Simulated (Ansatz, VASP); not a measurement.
# K in two plane-wave programs, part 2 of 2

One calculation is typed for both programs; each brings its own data sets. How far apart do they land? Of the first pair: The structure shown is the start of the Ansatz relaxation below; VASP solves that cell, so the two are compared at the walk's first step.

VASP 6.6.1 and Ansatz 0.2.0.

So far. Step 3 (VASP: single point, LDA, start cell, pair 1): The run ends at a pressure of -0.01 GPa, with forces up to 0.020 eV/Å.

**4. Comparison**

Known differences besides the potentials themselves: Ansatz cuts the interaction across the vacuum, VASP repeats the sheet with a dipole correction; the cutoff is 420 eV in Ansatz and 400 eV in VASP; VASP's log shows a relativistic correction to its local exchange, Ansatz's none. Total energies have different zeros and are not compared.

With vacuum in the cell, a pressure given here is an average over mostly empty space and none of the material.

**5. Ansatz: relaxation, LDA**

This run makes the geometry at which the two programs are then compared.

The structure compared here is the end of the Ansatz relaxation.

Input file input.yaml:

```yaml
crystal:
  lattice:
    - [4.6580569026, 0.0, 0.0]
    - [0.0, 7.3657357343, 0.0]
    - [0.0, 0.0, 38.6492706294]
  atoms:
    - { symbol: K, position: [0.0, 0.0, 0.1581304147] }
    - { symbol: K, position: [0.5, 0.5, 0.1803612269] }
    - { symbol: K, position: [0.0, 0.5, 0.2758735114] }
    - { symbol: K, position: [0.5, 0.0, 0.2525871728] }
    - { symbol: K, position: [0.0, 0.0, 0.3480994573] }
    - { symbol: K, position: [0.5, 0.5, 0.3703302695] }
  periodic: [true, true, false]
kpoints:
  mp_grid: { grid: [8, 6, 1] }
hamiltonian:
  xc: lda
  pseudopotentials: { kind: paw, azcp: { folder: soft_1 }, xc_functional: pbe }
scf:
  occupations: { method: methfessel_paxton, width: 0.2 }
output:
  forces: true
  stress: true
  eigenvalues: true
  write_density: true
  write_potential: true
  elf: true
  volumetric_format: npy
relax:
  adjacent_minimum: "off"
  f_tol: 0.002
  max_steps: 120
  cell: { stress_2d_tol: 0.005 }
```

On the command line:

```sh
ansatz run input.yaml --threads 4 --pin off --max-ram 16384MiB --backend cpu --events-out ev --progress --plain --runs-dir out
```

Numbers of over 12 decimals in the logs are rounded to 6 here.

The program printed:

```text
[...]
Crystal: 6 atoms, lattice volume = 1379.357 Å³
Basis set: ecut = 420 eV, 27005 PW (Γ)
Bands: 33, of which v1, the nominal top of the filled ones, is band 27 counted from 1 (26 counted from 0)
Symmetry: 8 space group operations
[...]
k-points: 20 of 48
[...]
cell:  # Å, volume = 1307.5761 Å³
    - [4.499442, 0.0, 0.0]
    - [0.0, 7.228575, 0.0]
    - [0.0, 0.0, 40.202739]
  atoms:
    - { symbol: K, position: [0, 0, 0.142353] }
    - { symbol: K, position: [0.500000, 0.500000, 0.173038] }
    - { symbol: K, position: [0, 0.500000, 0.269995] }
    - { symbol: K, position: [0.500000, 0, 0.238045] }
    - { symbol: K, position: [0, 0, 0.335002] }
    - { symbol: K, position: [0.500000, 0.500000, 0.365688] }
[key lines of the parts left out:]
SCF converged after 7 iterations
Free energy (F): -8976.964182 eV
Fermi energy:    -2.486861 eV
P = ½ c Tr σ = -0.0007 N/m
```

**6. VASP: single point, LDA, relaxed cell, pair 2**

The same cell, functional (in two slightly different forms), mesh and smearing now go to VASP, with its own data sets.

Input file INCAR:

```
SYSTEM = K
PREC = Accurate
ENCUT = 400
EDIFF = 1E-06
NELM = 120
ISMEAR = 1
SIGMA = 0.2
LREAL = .FALSE.
ALGO = Normal
GGA = PW92
NBANDS = 33
LORBIT = 11
LWAVE = .FALSE.
LCHARG = .FALSE.
ISIF = 2
LDIPOL = .TRUE.
IDIPOL = 3
DIPOL = 0.5 0.5 0.254
LVHAR = .TRUE.
LASPH = .TRUE.
GGA_COMPAT = .FALSE.
NELMDL = -8
KPAR = 2
```

Input file POSCAR:

```
K
1.0
    4.4994420384      0.0000000000      0.0000000000
    0.0000000000      7.2285747742      0.0000000000
    0.0000000000      0.0000000000     40.2027392314
K
6
Direct
    0.0000000000      0.0000000000      0.1423525418
    0.5000000000      0.5000000000      0.1730381684
    0.0000000000      0.5000000000      0.2699951132
    0.5000000000      0.0000000000      0.2380453933
    0.0000000000      0.0000000000      0.3350023381
    0.5000000000      0.5000000000      0.3656879647
```

Input file KPOINTS:

```
Automatic mesh
0
Gamma
8 6 1
0 0 0
```

The projector-augmented-wave data sets are K_sv (LDA family, release 64).

On the command line:

```sh
mpirun -np 2 vasp_std
```

The program printed:

```text
[banner, memory and clock lines left out]
running    2 mpi-ranks, on    1 nodes
[...]
[... a notice as in an earlier step ...]

 LDA part: xc-table for (Slater(with rela. corr.)+PW92), standard interpolation
 POSCAR, INCAR and KPOINTS ok, starting setup
[...]
entering main loop
       N       E                     dE             d eps       ncg     rms          rms(c)
DAV:   1     0.273149893574E+03    0.27315E+03   -0.19850E+04  2080   0.906E+02
DAV:   2     0.277693549408E+02   -0.24538E+03   -0.24327E+03  1601   0.281E+02
DAV:   3    -0.480089865310E+01   -0.32570E+02   -0.32405E+02  1901   0.579E+01
DAV:   4    -0.660339248501E+01   -0.18025E+01   -0.17989E+01  1831   0.200E+01
[...]
DAV:  26    -0.642942431035E+01   -0.11601E-05   -0.24222E-08   889   0.372E-04    0.144E-04
DAV:  27    -0.642942531598E+01   -0.10056E-05   -0.14300E-08   863   0.355E-04    0.696E-05
DAV:  28    -0.642942572543E+01   -0.40944E-06   -0.65493E-09   815   0.236E-04
   1 F= -.64294257E+01 E0= -.64315255E+01  d E =0.629944E-02
```

Parts of OUTCAR (step 6):

```text
  Total       -0.0139757     -0.0137404     -0.0159594      0.0000000      0.0000000      0.0000000
  in kB       -0.0171244     -0.0168361     -0.0195551      0.0000000      0.0000000      0.0000000
  external PRESSURE =      -0.0178385 kB  Pullay stress =       0.0000000 kB

 POSITION                                       TOTAL-FORCE (eV/Angst)
 -----------------------------------------------------------------------------------
      0.00000      0.00000      5.72296         0.000000      0.000000     -0.001335
      2.24972      3.61429      6.95661         0.000000      0.000000     -0.000448
      0.00000      3.61429     10.85454         0.000000      0.000000     -0.000033
      2.24972      0.00000      9.57008         0.000000      0.000000      0.000033
      0.00000      0.00000     13.46801         0.000000      0.000000      0.000448
      2.24972      3.61429     14.70166         0.000000      0.000000      0.001335
 -----------------------------------------------------------------------------------
    total drift:                                0.000000      0.000000     -0.000009

  FREE ENERGIE OF THE ION-ELECTRON SYSTEM (eV)
  ---------------------------------------------------
  free  energy   TOTEN  =        -6.4294257254 eV

  energy  without entropy=       -6.4357251618  energy(sigma->0) =       -6.43152554

[... 1 part as in an earlier step ...]

[... 2 further parts left out ...]
[key lines of the parts left out:]
E-fermi :  -1.7137
```

The run ends at a pressure of 0.00 GPa, with forces up to 0.0013 eV/Å.

**7. Differences**

With vacuum in the cell, a pressure given here is an average over mostly empty space and none of the material.

**8. Outcome**

```yaml
r_m_s_force_difference_single_point_lda_start_cell_pair_1: 0.42 meV/Å
r_m_s_force_difference_single_point_lda_relaxed_cell_pair_2: 0.47 meV/Å
```

**Reading.** The r.m.s. force difference is 0.47 meV/Å (single point, LDA, relaxed cell, pair 2), within the 12 meV/Å picked in this series as the mark of a large difference. Such differences can come from data sets, numerical settings and the points named under the comparisons, not from the functional's error against experiment.

[Lines on the potential files, build, host, timing and source positions are cut from VASP's logs without a mark.]

[Logs are printed without paths, hosts, clocks, repeated set-up lines and the standing remarks that a program may print on its own settings, such as how far it seeks lower states.]

[Hosts, paths, dates, database ids (printed as entryN), source tags and the programs' standing remarks are cut or masked in the printed files.]
